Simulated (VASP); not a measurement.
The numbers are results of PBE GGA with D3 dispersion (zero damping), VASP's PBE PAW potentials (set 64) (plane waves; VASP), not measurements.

Input for VASP

INCAR:
```
! general
SYSTEM =BaTiO3
PREC   =Accurate
ENCUT  =520   ! plane-wave cut-off (eV)
LREAL  =.FALSE.   ! projection in real space or not
LASPH  =.TRUE.   ! aspherical one-centre terms

! electronic loop
EDIFF  =1E-6
NELM   =100   ! most electronic steps
ALGO   =Normal
LMAXMIX=4   ! l cut-off of mixed one-centre charges

! smearing
ISMEAR =0   ! Gaussian
SIGMA  =0.05   ! width (eV)

! functional
GGA    =PE   ! PBE
IVDW   =11

! ions
IBRION =2
NSW    =60   ! most ionic steps
ISIF   =3
EDIFFG =-0.02   ! ionic stop

! output
LWAVE  =.FALSE.
LCHARG =.FALSE.
```

### KPOINTS
```
Automatic mesh
0
Gamma
5 5 5
0 0 0
```

POSCAR:
```
BaTiO3
1.0
  3.9921365808   0.0000000000   0.0000000000
  0.0000000000   3.9921365808   0.0000000000
  0.0000000000   0.0000000000   4.1432927000
Ba Ti O
1 1 3
Direct
  1.0000000000   1.0000000000   0.0056677041
  0.5000000000   0.5000000000   0.5252264794
  0.5000000000   0.5000000000   0.9667423515
  1.0000000000   0.5000000000   0.4831817325
  0.5000000000   0.0000000000   0.4831817325
```

POTCAR, in this order: Ba_sv Ti_sv O (PBE.64 set). Program: vasp_std.

Output of the run:

OSZICAR:
```
       N       E                     dE             d eps       ncg     rms          rms(c)
DAV:   1     0.461176323953E+03    0.46118E+03   -0.21443E+04   864   0.181E+03
DAV:   2     0.484614651387E+01   -0.45633E+03   -0.44916E+03  1008   0.489E+02
DAV:   3    -0.483411299590E+02   -0.53187E+02   -0.50963E+02  1288   0.152E+02
DAV:   4    -0.506980759802E+02   -0.23569E+01   -0.23552E+01  1208   0.306E+01
DAV:   5    -0.507708721333E+02   -0.72796E-01   -0.72790E-01  1216   0.405E+00    0.237E+01
DAV:   6    -0.402353861633E+02    0.10535E+02   -0.76327E+01  1384   0.783E+01    0.103E+01
DAV:   7    -0.402154098680E+02    0.19976E-01   -0.13357E+01  1168   0.274E+01    0.680E+00
DAV:   8    -0.400170599648E+02    0.19835E+00   -0.97587E-01  1216   0.978E+00    0.299E+00
DAV:   9    -0.400480210960E+02   -0.30961E-01   -0.27732E-01  1120   0.428E+00    0.124E+00
DAV:  10    -0.400344893243E+02    0.13532E-01   -0.10502E-01  1152   0.342E+00    0.376E-01
DAV:  11    -0.400335959537E+02    0.89337E-03   -0.73680E-03  1216   0.682E-01    0.105E-01
DAV:  12    -0.400334870427E+02    0.10891E-03   -0.61598E-04  1000   0.205E-01    0.396E-02
DAV:  13    -0.400334790763E+02    0.79664E-05   -0.17010E-04  1168   0.123E-01    0.174E-02
DAV:  14    -0.400334757264E+02    0.33499E-05   -0.51291E-05  1296   0.700E-02    0.553E-03
DAV:  15    -0.400334766802E+02   -0.95386E-06   -0.58645E-06  1064   0.175E-02
   1 F= -.40882606E+02 E0= -.40882606E+02  d E =-.408826E+02
       N       E                     dE             d eps       ncg     rms          rms(c)
DAV:   1    -0.400328093401E+02    0.66639E-03   -0.59426E-02  1000   0.268E+00    0.350E-01
DAV:   2    -0.400313298392E+02    0.14795E-02   -0.62400E-03  1040   0.751E-01    0.132E-01
DAV:   3    -0.400310951019E+02    0.23474E-03   -0.19788E-03  1024   0.273E-01    0.436E-02
DAV:   4    -0.400310813802E+02    0.13722E-04   -0.37145E-04  1336   0.127E-01    0.276E-02
DAV:   5    -0.400310917284E+02   -0.10348E-04   -0.33881E-05  1312   0.491E-02    0.159E-02
DAV:   6    -0.400311039238E+02   -0.12195E-04   -0.19644E-05  1312   0.230E-02    0.128E-02
DAV:   7    -0.400311094006E+02   -0.54768E-05   -0.49640E-06  1184   0.135E-02    0.721E-03
DAV:   8    -0.400311116333E+02   -0.22327E-05   -0.20995E-06   872   0.107E-02    0.116E-03
DAV:   9    -0.400311118075E+02   -0.17423E-06   -0.29960E-07   472   0.335E-03
   2 F= -.40882651E+02 E0= -.40882651E+02  d E =-.445689E-04
       N       E                     dE             d eps       ncg     rms          rms(c)
DAV:   1    -0.400324165301E+02   -0.13049E-02   -0.98336E-03  1000   0.109E+00    0.143E-01
DAV:   2    -0.400321753903E+02    0.24114E-03   -0.10394E-03  1032   0.306E-01    0.538E-02
DAV:   3    -0.400321361694E+02    0.39221E-04   -0.33127E-04  1008   0.111E-01    0.183E-02
DAV:   4    -0.400321326295E+02    0.35398E-05   -0.62601E-05  1344   0.528E-02    0.112E-02
DAV:   5    -0.400321332323E+02   -0.60270E-06   -0.57053E-06  1152   0.201E-02
   3 F= -.40882691E+02 E0= -.40882691E+02  d E =-.853339E-04
       N       E                     dE             d eps       ncg     rms          rms(c)
DAV:   1    -0.400324463630E+02   -0.31373E-03   -0.83200E-04   976   0.323E-01    0.401E-02
DAV:   2    -0.400324264770E+02    0.19886E-04   -0.82836E-05   984   0.867E-02    0.139E-02
DAV:   3    -0.400324239779E+02    0.24991E-05   -0.29402E-05  1032   0.329E-02    0.437E-03
DAV:   4    -0.400324238805E+02    0.97481E-07   -0.51520E-06   912   0.137E-02
   4 F= -.40882688E+02 E0= -.40882688E+02  d E =-.823236E-04
       N       E                     dE             d eps       ncg     rms          rms(c)
DAV:   1    -0.400323433059E+02    0.80672E-04   -0.75363E-05  1120   0.919E-02    0.141E-02
DAV:   2    -0.400323410824E+02    0.22235E-05   -0.87659E-06  1064   0.283E-02    0.596E-03
DAV:   3    -0.400323406051E+02    0.47734E-06   -0.25827E-06   616   0.104E-02
   5 F= -.40882690E+02 E0= -.40882690E+02  d E =-.839926E-04
       N       E                     dE             d eps       ncg     rms          rms(c)
DAV:   1    -0.400322405875E+02    0.10049E-03   -0.10731E-04   992   0.112E-01    0.148E-02
DAV:   2    -0.400322376161E+02    0.29714E-05   -0.10789E-05  1000   0.316E-02    0.578E-03
DAV:   3    -0.400322371770E+02    0.43916E-06   -0.38007E-06   800   0.120E-02
   6 F= -.40882691E+02 E0= -.40882691E+02  d E =-.850118E-04
       N       E                     dE             d eps       ncg     rms          rms(c)
DAV:   1    -0.400321860485E+02    0.51568E-04   -0.27847E-05  1016   0.564E-02    0.697E-03
DAV:   2    -0.400321853569E+02    0.69159E-06   -0.21960E-06   744   0.145E-02
   7 F= -.40882691E+02 E0= -.40882691E+02  d E =-.853119E-04
       N       E                     dE             d eps       ncg     rms          rms(c)
DAV:   1    -0.400321348071E+02    0.51241E-04   -0.42537E-03  1040   0.102E+00    0.268E-02
DAV:   2    -0.400321756979E+02   -0.40891E-04   -0.50943E-04   864   0.159E-01    0.205E-02
DAV:   3    -0.400321748349E+02    0.86295E-06   -0.23317E-05  1224   0.384E-02    0.106E-02
DAV:   4    -0.400321742245E+02    0.61043E-06   -0.38034E-06   992   0.188E-02
   8 F= -.40882711E+02 E0= -.40882711E+02  d E =-.190859E-04
```

File OUTCAR:
```
------------------------ aborting loop because EDIFF is reached ----------------------------------------
 Edisp (eV)   -0.85054
  FORCE on cell =-STRESS in cart. coord.  units (eV):
  Direction    XX          YY          ZZ          XY          YZ          ZX
  --------------------------------------------------------------------------------------
  Total       0.00885     0.00885    -0.00301     0.00000     0.00000     0.00000
  in kB       0.21499     0.21499    -0.07325     0.00000     0.00000     0.00000
  external pressure =        0.12 kB  Pullay stress =        0.00 kB
  volume of cell :       65.93
      direct lattice vectors                 reciprocal lattice vectors
     3.989715426  0.000000000  0.000000000     0.250644443  0.000000000  0.000000000
     0.000000000  3.989715426 -0.000000000     0.000000000  0.250644443  0.000000000
     0.000000000 -0.000000000  4.142019460     0.000000000  0.000000000  0.241428127
 POSITION                                       TOTAL-FORCE (eV/Angst)
 -----------------------------------------------------------------------------------
      0.00000     -0.00000      0.02477        -0.000000     -0.000000      0.009163
      1.99486      1.99486      2.17409         0.000000      0.000000     -0.001842
      1.99486      1.99486      4.00408         0.000000      0.000000     -0.006636
      0.00000      1.99486      2.00150         0.000000      0.000000     -0.000343
      1.99486     -0.00000      2.00150         0.000000      0.000000     -0.000343
 -----------------------------------------------------------------------------------
    total drift:                                0.000000      0.000000      0.000058
  FREE ENERGIE OF THE ION-ELECTRON SYSTEM (eV)
  ---------------------------------------------------
  free  energy   TOTEN  =       -40.8827105043 eV

  energy  without entropy=      -40.8827105043  energy(sigma->0) =      -40.88271050

 reached required accuracy - stopping structural energy minimisation
```
(Selected blocks of OUTCAR.)

### CONTCAR
```
BaTiO3
   1.00000000000000
     3.9897154263857466    0.0000000000000000    0.0000000000000000
     0.0000000000000000    3.9897154263857466   -0.0000000000000000
     0.0000000000000000   -0.0000000000000000    4.1420194597049020
  Ba              Ti              O
     1     1     3
Direct
     0.0000000000000000    0.0000000000000000    0.0059812494170444
     0.5000000000000000    0.5000000000000000    0.5248872270569629
     0.5000000000000000    0.5000000000000000    0.9666967440902553
     0.0000000000000000    0.5000000000000000    0.4832173897178680
     0.5000000000000000    0.0000000000000000    0.4832173897178680
```

The compound is BaTiO3 in the tetragonal perovskite structure. This run relaxes it. Symmetry was kept, so distortions that lower it aren't found. The start is the result of an earlier pass.
